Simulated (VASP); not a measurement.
CdAu, 2 atoms in the cell. It takes space group Pm-3m (No. 221, cubic). The conventional cell has a = 3.352 Å, b = 3.352 Å, c = 3.352 Å, α = 90.00°, β = 90.00°, γ = 90.00°. Around Cd (site symmetry m-3m) lie 8 Au at 2.90 Å. Around Au (site symmetry m-3m) lie 8 Cd at 2.90 Å. 

| Quantity | Value |
| --- | --- |
| Program | VASP 6.6.1 |
| Task | single point |
| Functional | r2SCAN |
| Potentials or basis | VASP PAW PBE potentials, release 64 (Cd, Au) |
| Cutoff | 520 eV |
| k mesh | 12 × 12 × 12 |
| Occupations | gaussian, width 0.1 eV |
| Spin | no spin polarisation |
| Dipole correction | no |
| Further INCAR settings | ALGO = Normal; EDIFF = 1e-06; NBANDS = 18 |

Potentials or basis: VASP PAW PBE potentials, release 64 (Cd, Au).

Run with:

```bash
$ cat potpaw_PBE.64/Cd/POTCAR potpaw_PBE.64/Au/POTCAR > POTCAR
$ cp INCAR.step1 INCAR
$ mpirun -np 1 vasp_std > vasp.out
$ cp INCAR.step2 INCAR
$ mpirun -np 1 vasp_std > vasp.out
```

Hardware: 1 thread of Intel(R) Xeon(R) Platinum 8488C (Sapphire Rapids), with other jobs on the host.

Problem. Estimate the wall time of this run.

Solution. Run time: 2.2 min on 1 thread of Intel(R) Xeon(R) Platinum 8488C (Sapphire Rapids) (shared host), peak memory 0.21 GiB. Counts: scf iterations 10, k points 84.
